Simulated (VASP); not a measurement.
# Hf: convergence with the plane-wave cutoff and SCF solver, part 3 of 3

Aim: find what the plane-wave cutoff and SCF solver change for Hf, and what they cost. The series runs use r2SCAN. This is not the structure that Hf takes at ambient conditions. The start is a cell from a database of measured crystal structures.

VASP 6.6.1; r2SCAN; plane waves and PAW (Hf_pv).

Still holding for the runs below: The k-mesh is coarse for a metal.

So far. Step 14 (SCF solver: ALGO = All): Against the first of the series the energy stays within 0.01 meV an atom; the pressure moves by +0.03 GPa, after 15 cycles in 40 s. Step 15 (SCF solver: ALGO = Damped): Against the first of the series the energy stays within 0.01 meV an atom; the pressure moves by +0.03 GPa, after 20 cycles in 43 s.

## 16. SCF solver: AMIX = 0.1, BMIX = 0.01

The input, INCAR:

```
SYSTEM = Hf
PREC = Accurate
ENCUT = 400
EDIFF = 1E-06
NELM = 100
ISMEAR = -1
SIGMA = 0.05
LREAL = .FALSE.
ALGO = Normal
METAGGA = R2SCAN
LASPH = .TRUE.
NBANDS = 11
LORBIT = 11
LWAVE = .FALSE.
LCHARG = .FALSE.
KPAR = 2
ISIF = 2
AMIX = 0.1
BMIX = 0.01
```

The input, POSCAR:

```
Hf
1.0
   -1.8050000000      1.8050000000      1.8050000000
    1.8050000000     -1.8050000000      1.8050000000
    1.8050000000      1.8050000000     -1.8050000000
Hf
1
Direct
    0.0000000000      0.0000000000      0.0000000000
```

The input, KPOINTS:

```
Automatic mesh
0
Gamma
9 9 9
0 0 0
```

The projector-augmented-wave data sets are Hf_pv (PBE family, release 64).

Command:

```
$ mpirun -np 2 vasp_std
```

Log:

```text
[... set-up lines as in an earlier step ...]
 entering main loop
       N       E                     dE             d eps       ncg     rms          rms(c)
[... 5 cycles as in an earlier step ...]
DAV:   6    -0.450202777527E+02    0.28016E+01   -0.23997E-01   818   0.408E+00    0.432E+01
DAV:   7    -0.449204483070E+02    0.99829E-01   -0.94899E-01   854   0.771E+00    0.793E+00
DAV:   8    -0.449562098969E+02   -0.35762E-01   -0.67609E-02   959   0.198E+00    0.212E+00
DAV:   9    -0.449191847253E+02    0.37025E-01   -0.18798E-01   815   0.301E+00    0.914E-01
DAV:  10    -0.449162531624E+02    0.29316E-02   -0.10321E-02   848   0.774E-01    0.290E-01
DAV:  11    -0.449162950031E+02   -0.41841E-04   -0.17022E-04   895   0.120E-01    0.352E-01
DAV:  12    -0.449163320406E+02   -0.37037E-04   -0.10300E-04   859   0.775E-02    0.629E-02
DAV:  13    -0.449163311895E+02    0.85109E-06   -0.73003E-07   722   0.793E-03
   1 F= -.44916331E+02 E0= -.44906816E+02  d E =-.190302E-01
```

Wall time 32 s (2 MPI ranks of AMD EPYC 7R43, shared host); peak memory 0.18 GiB; 62 s of CPU time.

Parts of OUTCAR (step 16):

```text
  Total       -0.7916200     -0.7916200     -0.7916200      0.0000000     -0.0000000      0.0000000
  in kB      -53.9182457    -53.9182457    -53.9182457      0.0000000     -0.0000000      0.0000000
  external PRESSURE =     -53.9182457 kB  Pullay stress =       0.0000000 kB

  FREE ENERGIE OF THE ION-ELECTRON SYSTEM (eV)
  ---------------------------------------------------
  free  energy   TOTEN  =       -44.9163311895 eV

  energy  without entropy=      -44.8973010365  energy(sigma->0) =      -44.90681611

[... 3 parts as in an earlier step ...]

[... 1 further part left out ...]
[key lines of the parts left out:]
E-fermi :   4.1513
```

Against the first of the series the energy stays within 0.01 meV an atom; the pressure moves by +0.03 GPa, after 13 cycles in 32 s.

## 17. SCF solver: AMIX = 0.8

INCAR: that of step 16 with these lines changed.

```diff
@@ -17,3 +17,2 @@
 ISIF = 2
-AMIX = 0.1
-BMIX = 0.01
+AMIX = 0.8
```

POSCAR is that of step 16.

KPOINTS is that of step 16.

Command:

```
$ mpirun -np 2 vasp_std
```

Log:

```text
[... set-up lines as in an earlier step ...]
 entering main loop
       N       E                     dE             d eps       ncg     rms          rms(c)
[... 5 cycles as in an earlier step ...]
DAV:   6    -0.448944662427E+02    0.29275E+01   -0.12975E+00   818   0.973E+00    0.232E+01
DAV:   7    -0.449155744459E+02   -0.21108E-01   -0.58136E-02   914   0.188E+00    0.359E+00
DAV:   8    -0.449160604381E+02   -0.48599E-03   -0.18572E-03   971   0.290E-01    0.200E-01
DAV:   9    -0.449163313922E+02   -0.27095E-03   -0.36261E-04   863   0.193E-01    0.654E-02
DAV:  10    -0.449163320257E+02   -0.63357E-06   -0.10717E-05   947   0.223E-02    0.263E-02
DAV:  11    -0.449163310199E+02    0.10058E-05   -0.18024E-06   875   0.986E-03    0.147E-03
DAV:  12    -0.449163310423E+02   -0.22316E-07   -0.25746E-08   514   0.136E-03
   1 F= -.44916331E+02 E0= -.44906816E+02  d E =-.190304E-01
```

Elapsed: 28 s, on 2 MPI ranks; peak memory 0.18 GiB.

Parts of OUTCAR (step 17):

```text
  Total       -0.7913216     -0.7913216     -0.7913216     -0.0000000      0.0000000     -0.0000000
  in kB      -53.8979191    -53.8979191    -53.8979191     -0.0000000      0.0000000     -0.0000000
  external PRESSURE =     -53.8979191 kB  Pullay stress =       0.0000000 kB

 POSITION                                       TOTAL-FORCE (eV/Angst)
 -----------------------------------------------------------------------------------
      0.00000      0.00000      0.00000        -0.000000     -0.000000      0.000000
 -----------------------------------------------------------------------------------
    total drift:                                0.000000     -0.000000     -0.000000

  FREE ENERGIE OF THE ION-ELECTRON SYSTEM (eV)
  ---------------------------------------------------
  free  energy   TOTEN  =       -44.9163310423 eV

  energy  without entropy=      -44.8973005928  energy(sigma->0) =      -44.90681582

[... 2 parts as in an earlier step ...]

[... 1 further part left out ...]
[key lines of the parts left out:]
E-fermi :   4.1512
```

Against the first of the series the energy stays within 0.01 meV an atom; the pressure moves by +0.03 GPa, after 12 cycles in 28 s.

## 18. SCF solver: IMIX = 1, AMIX = 0.2

INCAR: that of step 17 with these lines changed.

```diff
@@ -17,2 +17,3 @@
 ISIF = 2
-AMIX = 0.8
+IMIX = 1
+AMIX = 0.2
```

POSCAR is that of step 17.

KPOINTS is that of step 17.

Command:

```
$ mpirun -np 2 vasp_std
```

Log:

```text
[... set-up lines as in an earlier step ...]
 entering main loop
       N       E                     dE             d eps       ncg     rms          rms(c)
[... 5 cycles as in an earlier step ...]
DAV:   6    -0.449969915450E+02    0.28249E+01   -0.30072E-01   812   0.469E+00    0.385E+01
DAV:   7    -0.449607053554E+02    0.36286E-01   -0.42794E-02   899   0.168E+00    0.311E+01
DAV:   8    -0.449387697627E+02    0.21936E-01   -0.18113E-02   857   0.107E+00    0.250E+01
DAV:   9    -0.449259815082E+02    0.12788E-01   -0.10773E-02   926   0.831E-01    0.200E+01
[...]
DAV:  33    -0.449163275712E+02   -0.14746E-05   -0.18274E-07   421   0.450E-03    0.909E-02
DAV:  34    -0.449163286130E+02   -0.10417E-05   -0.12719E-07   406   0.374E-03    0.726E-02
DAV:  35    -0.449163293471E+02   -0.73414E-06   -0.88506E-08   388   0.311E-03
   1 F= -.44916329E+02 E0= -.44906815E+02  d E =-.190290E-01
```

Wall time 74 s (2 MPI ranks); peak memory 0.16 GiB; 2.4 min of CPU time.

Parts of OUTCAR (step 18):

```text
  Total       -0.7924912     -0.7924912     -0.7924912     -0.0000000     -0.0000000      0.0000000
  in kB      -53.9775841    -53.9775841    -53.9775841     -0.0000000     -0.0000000      0.0000000
  external PRESSURE =     -53.9775841 kB  Pullay stress =       0.0000000 kB

  FREE ENERGIE OF THE ION-ELECTRON SYSTEM (eV)
  ---------------------------------------------------
  free  energy   TOTEN  =       -44.9163293471 eV

  energy  without entropy=      -44.8973003112  energy(sigma->0) =      -44.90681483

[... 3 parts as in an earlier step ...]

[... 1 further part left out ...]
[key lines of the parts left out:]
E-fermi :   4.1514
```

Against the first of the series the energy stays within 0.01 meV an atom; the pressure moves by +0.02 GPa, after 35 cycles in 74 s.

## 19. The SCF solver series as a table

This step: convergence of r2SCAN results with the solver; plane waves and PAW (VASP 6.6.1).

No new run; the numbers come from the runs before.

Differences are taken from the run with ALGO = Normal. Results of the series, by row:

```tsv
setting	status	energy less the reference (meV/atom)	pressure (GPa)	SCF cycles	wall time (s)
ALGO = Normal	converged	0	-5.419	12	19.8
ALGO = Fast	converged	0.00366	-5.375	14	37
ALGO = VeryFast	converged	0.00109	-5.407	20	54
ALGO = All	converged	0.00494	-5.391	15	40
ALGO = Damped	converged	0.00175	-5.387	20	43
AMIX = 0.1, BMIX = 0.01	converged	0.00202	-5.392	13	32
AMIX = 0.8	converged	0.00231	-5.39	12	28
IMIX = 1, AMIX = 0.2	converged	0.0033	-5.398	35	74
```

## 20. Summary of results

```
plane-wave cutoff from which the energy stays within 10 meV/atom of the reference : ENCUT = 250
plane-wave cutoff from which the energy stays within 1 meV/atom of the reference  : ENCUT = 250
plane-wave cutoff from which the pressure stays within 0.2 GPa of the reference   : ENCUT = 350
spread of the pressure over the plane-wave cutoff                                 : 78.5 GPa
spread of the energy over the plane-wave cutoff                                   : 598 meV/atom
fewest SCF cycles                                                                 : ALGO = Normal; AMIX = 0.8 (12)
most SCF cycles among converged runs                                              : IMIX = 1, AMIX = 0.2 (35)
spread of the pressure over the SCF solver                                        : 0.0440 GPa
spread of the energy over the SCF solver                                          : 0.00494 meV/atom
```

In words: From ENCUT = 250 on, the energy stays within 1 meV an atom of the reference, at 58 % of its time. The pressure holds within 0.2 GPa from ENCUT = 350 on. These cutoffs are 0.6 to 2 times the default of the data sets, about 220 eV; at the default the run is off by +15.5 meV an atom, -1.35 GPa, and at 1.3 times by -0.4 meV an atom, -0.20 GPa. Energy differences between like cells converge faster than these totals. All SCF solvers that converged agree within 0.05 meV an atom. No setting beats the 20 s of ALGO = Normal by a fifth or more; the slowest converged run is IMIX = 1, AMIX = 0.2, at 74 s. On a shared host such times are rough. Differences are taken from the run with ENCUT = 440, which is itself not the exact limit. Forces vanish by symmetry in this cell, so the series can't test them. The runs at ENCUT = 130; ENCUT = 170; ENCUT = 200 are over 30 meV an atom or 2 GPa off and describe the material poorly.

[Lines on the potential files, build, host, timing and source positions are cut from VASP's logs without a mark.]

[Logs are printed without paths, hosts, clocks, repeated set-up lines and the standing remarks that a program may print on its own settings, such as how far it seeks lower states.]

[Hosts, paths, dates, database ids (printed as entryN), source tags and the programs' standing remarks are cut or masked in the printed files.]

[A measured line is paired with the nearest computed mode of its activity, which favours agreement.]
